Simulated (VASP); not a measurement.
## GaP: single point with HSE06

**The experiment to reproduce.**

“Stacking defects in GaP nanowires: Electronic structure and optical properties”, 2018, arxiv:1810.01194 quotes, for a bulk crystal of GaP at 10 K: band gap 2.34 eV (indirect).

Crystal: GaP.

```
Ga P
1.0
     0.00000    2.71839    2.71839
     2.71839    0.00000    2.71839
     2.71839    2.71839    0.00000
Ga P
1 1
Direct
  0.00000 0.00000 0.00000
  0.75000 0.75000 0.75000
```

The cell is a database's computed one.

```
Program             : VASP 6.6.1
Task                : single point
Functional          : HSE06
Potentials or basis : VASP PAW PBE potentials, release 64 (Ga_d, P)
Cutoff              : 520 eV
k mesh              : 6 × 6 × 6
Occupations         : gaussian, width 0.02 eV
Spin                : no spin polarisation
```

```yaml
Pressure: 1.3 GPa
Band_gap_on_the_k_mesh: 2.29 eV, indirect (least direct gap 2.88 eV)
```

Levels at points of the mesh, in eV from the valence-band top:
```csv
k point,band 7,band 8,band 9,band 10,band 11,band 12
"(0.00, 0.00, 0.00)",0.00,0.00,0.00,2.88,4.79,4.79
"(0.50, 0.00, 0.00)",-7.29,-1.23,-1.23,2.55,5.64,5.64
"(0.50, 0.50, 0.00)",-7.37,-2.96,-2.96,2.29,2.58,12.15
```

Wall time 7.9 min on 1 thread of Intel(R) Xeon(R) Platinum 8488C (Sapphire Rapids), with other jobs on the host, peak memory 0.28 GiB.

Against the measured gap of GaP, 2.34 eV (indirect; 10 K; quoted in “Stacking defects in GaP nanowires: Electronic structure and optical properties”, 2018, arxiv:1810.01194), the calculated 2.29 eV is off by -0.05 eV. Spin-orbit coupling on Ga is left out. The value is that of HSE06 on a finite k mesh, which can miss the band edges, without temperature or zero-point motion. The cell is a database's relaxed one, not the measured one, which moves gaps too.

Caveat: the PAW data sets were made with another functional, which shifts forces and pressure a little.
